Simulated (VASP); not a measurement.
These are optB88-vdW, VASP's PBE PAW potentials (set 64) (plane waves; VASP) values and carry that method's errors.

The input files of a VASP run:

KPOINTS:
```
Regular mesh
0
gamma
  12 12 7
0 0 0
```

POSCAR:
```
Dy
1
    1.7730992658    -3.0710978189     0.0000000000
    1.7730992658     3.0710978189     0.0000000000
    0.0000000000     0.0000000000     5.4908585874
Dy
2
Direct
  0.3333330000   0.6666670000   0.2500000000
  0.6666670000   0.3333330000   0.7500000000
```

INCAR:
```
AGGAC  =  0.0
ALGO  =  Normal
EDIFF  =  1E-7
EDIFFG  =  -0.01
ENCUT  =  520
GGA  =  BO
IBRION  =  2
ISIF  =  4
ISMEAR  =  1
LASPH  =  T
LCHARG  =  F
LMAXMIX  =  6
LREAL  =  F
LUSE_VDW  =  T
LWAVE  =  F
NELM  =  100
NSW  =  30
PARAM1  =  0.1833333333
PARAM2  =  0.22
PREC  =  Accurate
SIGMA  =  0.1
SYSTEM  =  Dy
```

POTCAR, in this order: Dy_3 (PBE.64 set). Program: vasp_std.

The run wrote:

File OSZICAR:
```
       N       E                     dE             d eps       ncg     rms          rms(c)
DAV:   1     0.583598390798E+02    0.58360E+02   -0.88461E+03  1976   0.126E+03
DAV:   2    -0.372129127513E-01   -0.58397E+02   -0.57225E+02  1991   0.320E+02
DAV:   3    -0.352560135193E+01   -0.34884E+01   -0.32892E+01  2736   0.421E+01
DAV:   4    -0.367311426337E+01   -0.14751E+00   -0.13969E+00  2683   0.923E+00
DAV:   5    -0.367726346469E+01   -0.41492E-02   -0.41155E-02  2742   0.104E+00    0.241E+01
DAV:   6    -0.370046058250E+01   -0.23197E-01   -0.16422E-02  2868   0.120E+00    0.144E+01
DAV:   7    -0.372057710314E+01   -0.20117E-01   -0.32678E-02  2824   0.174E+00    0.233E-01
DAV:   8    -0.372089107043E+01   -0.31397E-03   -0.15409E-03  2431   0.330E-01    0.883E-02
DAV:   9    -0.372100479527E+01   -0.11372E-03   -0.30891E-04  2339   0.132E-01    0.370E-02
DAV:  10    -0.372100149038E+01    0.33049E-05   -0.50534E-05  2470   0.581E-02    0.562E-02
DAV:  11    -0.372100591488E+01   -0.44245E-05   -0.13869E-05  2391   0.262E-02    0.213E-03
DAV:  12    -0.372100629128E+01   -0.37639E-06   -0.91273E-07  2946   0.835E-03    0.499E-03
DAV:  13    -0.372100619028E+01    0.10100E-06   -0.98574E-08  1478   0.268E-03    0.707E-04
DAV:  14    -0.372100618638E+01    0.38958E-08   -0.16239E-08  1418   0.151E-03
   1 F= -.37210062E+01 E0= -.37211832E+01  d E =-.372101E+01
       N       E                     dE             d eps       ncg     rms          rms(c)
DAV:   1    -0.372497938824E+01   -0.39732E-02   -0.14518E-01  1976   0.290E+00    0.246E-01
DAV:   2    -0.372312314877E+01    0.18562E-02   -0.31195E-03  2571   0.612E-01    0.151E-01
DAV:   3    -0.372223734819E+01    0.88580E-03   -0.10852E-03  2572   0.273E-01    0.675E-02
DAV:   4    -0.372224955923E+01   -0.12211E-04   -0.18219E-04  2719   0.103E-01    0.364E-02
DAV:   5    -0.372225023212E+01   -0.67289E-06   -0.44302E-06  2725   0.161E-02    0.135E-02
DAV:   6    -0.372225004765E+01    0.18447E-06   -0.68940E-07  2530   0.618E-03    0.208E-03
DAV:   7    -0.372225003164E+01    0.16012E-07   -0.59690E-08  1188   0.238E-03
   2 F= -.37222500E+01 E0= -.37221987E+01  d E =-.124385E-02
       N       E                     dE             d eps       ncg     rms          rms(c)
DAV:   1    -0.372405868133E+01   -0.18086E-02   -0.81190E-02  1976   0.217E+00    0.184E-01
DAV:   2    -0.372300942201E+01    0.10493E-02   -0.17506E-03  2561   0.458E-01    0.117E-01
DAV:   3    -0.372251637359E+01    0.49305E-03   -0.59721E-04  2585   0.203E-01    0.564E-02
DAV:   4    -0.372252265807E+01   -0.62845E-05   -0.10044E-04  2691   0.763E-02    0.288E-02
DAV:   5    -0.372252296577E+01   -0.30770E-06   -0.25612E-06  2700   0.123E-02    0.927E-03
DAV:   6    -0.372252284457E+01    0.12121E-06   -0.39283E-07  2495   0.467E-03    0.145E-03
DAV:   7    -0.372252283189E+01    0.12682E-07   -0.35716E-08  1158   0.181E-03
   3 F= -.37225228E+01 E0= -.37222582E+01  d E =-.151665E-02
```

**OUTCAR**
```
------------------------ aborting loop because EDIFF is reached ----------------------------------------
  FORCE on cell =-STRESS in cart. coord.  units (eV):
  Direction    XX          YY          ZZ          XY          YZ          ZX
  --------------------------------------------------------------------------------------
  Total        0.4571199      0.4571198      0.4586033      0.0000000      0.0000000      0.0000000
  in kB       12.2473955     12.2473939     12.2871403      0.0000000      0.0000000      0.0000000
  external PRESSURE =      12.2606432 kB  Pullay stress =       0.0000000 kB
  volume of cell :       59.80
      direct lattice vectors                 reciprocal lattice vectors
     1.764863617 -3.056833252 -0.000000000     0.283308010 -0.163567967  0.000000000
     1.764863617  3.056833252  0.000000000     0.283308010  0.163567967 -0.000000000
     0.000000000  0.000000000  5.542223804     0.000000000 -0.000000000  0.180432988
 POSITION                                       TOTAL-FORCE (eV/Angst)
 -----------------------------------------------------------------------------------
      1.76486      1.01895      1.38556        -0.000000      0.000000      0.000000
      1.76486     -1.01895      4.15667         0.000000     -0.000000      0.000000
 -----------------------------------------------------------------------------------
    total drift:                               -0.000002      0.000097     -0.000012
  FREE ENERGIE OF THE ION-ELECTRON SYSTEM (eV)
  ---------------------------------------------------
  free  energy   TOTEN  =        -3.7225228319 eV

  energy  without entropy=       -3.7217289748  energy(sigma->0) =       -3.72225821

 reached required accuracy - stopping structural energy minimisation
```
(Selected blocks of OUTCAR.)

### CONTCAR
```
Dy
   1.00000000000000
     1.7648636172499537   -3.0568332521478561   -0.0000000000000000
     1.7648636172499537    3.0568332521478561    0.0000000000000000
     0.0000000000000000    0.0000000000000000    5.5422238044002201
  Dy
     2
Direct
     0.3333330000000032    0.6666669999999968    0.2500000000000000
     0.6666669999999968    0.3333330000000032    0.7500000000000000
```

The 4f electrons are frozen in the core of the lanthanide potential, so 4f levels, which can set the real gap, and their magnetism are missing.

The compound is Dy in the hcp structure. This cell is one point of a volume scan, at 0.97 of the reference volume. Symmetry was kept, so distortions that lower it aren't found.
